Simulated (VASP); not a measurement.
Method: optB88-vdW, VASP's PBE PAW potentials (set 64) (plane waves; VASP 6.6.1).

Input for VASP

### KPOINTS
```
Automatic mesh
0
Gamma
12 12 12
0 0 0
```

### INCAR
```
! general
SYSTEM  =SiC
PREC    =Accurate
ENCUT   =520   ! plane-wave cut-off (eV)
LREAL   =.FALSE.
LASPH   =.TRUE.   ! aspherical one-centre terms

! electronic loop
EDIFF   =1E-7
NELM    =100
ALGO    =Normal

! smearing
ISMEAR  =-5   ! tetrahedra, Bloechl

! functional
GGA     =BO
LUSE_VDW=.TRUE.
AGGAC   =0.0
PARAM1  =0.1833333333
PARAM2  =0.22

! ions
ISIF    =2

! output
LWAVE   =.FALSE.
LCHARG  =.TRUE.
LORBIT  =11   ! lm-projected
NEDOS   =601   ! DOS grid
```

POSCAR:
```
SiC
1
    0.0000000000     2.1904513432     2.1904513432
    2.1904513432    -0.0000000000     2.1904513432
    2.1904513432     2.1904513432     0.0000000000
Si C
1 1
Direct
  0.0000000000   0.0000000000   0.0000000000
  0.2500000000   0.2500000000   0.2500000000
```

POTCAR, in this order: Si C (PBE.64 set). Program: vasp_std.

Q: What does the run give for the energy per atom (σ→0), band gap (on the k-mesh)?

A: 
```yaml
energy per atom (σ→0): -6.348 eV/atom
band gap (on the k-mesh): 1.55 eV
```

File OSZICAR:
```
...
DAV:   7    -0.127012157840E+02    0.37638E-01   -0.32534E-01  1776   0.418E+00    0.168E+00
DAV:   8    -0.126962273180E+02    0.49885E-02   -0.27902E-02  1232   0.151E+00    0.180E-01
DAV:   9    -0.126965395047E+02   -0.31219E-03   -0.72179E-04  1848   0.252E-01    0.111E-01
DAV:  10    -0.126966332396E+02   -0.93735E-04   -0.29177E-04  1376   0.136E-01    0.233E-02
DAV:  11    -0.126966331789E+02    0.60731E-07   -0.37049E-05  1424   0.400E-02    0.135E-02
DAV:  12    -0.126966336184E+02   -0.43953E-06   -0.13331E-06  1472   0.966E-03    0.241E-03
DAV:  13    -0.126966336814E+02   -0.62939E-07   -0.40419E-08   992   0.205E-03
   1 F= -.12696634E+02 E0= -.12696634E+02  d E =0.000000E+00
```

The compound is SiC in the zinc blende structure. It was relaxed first.
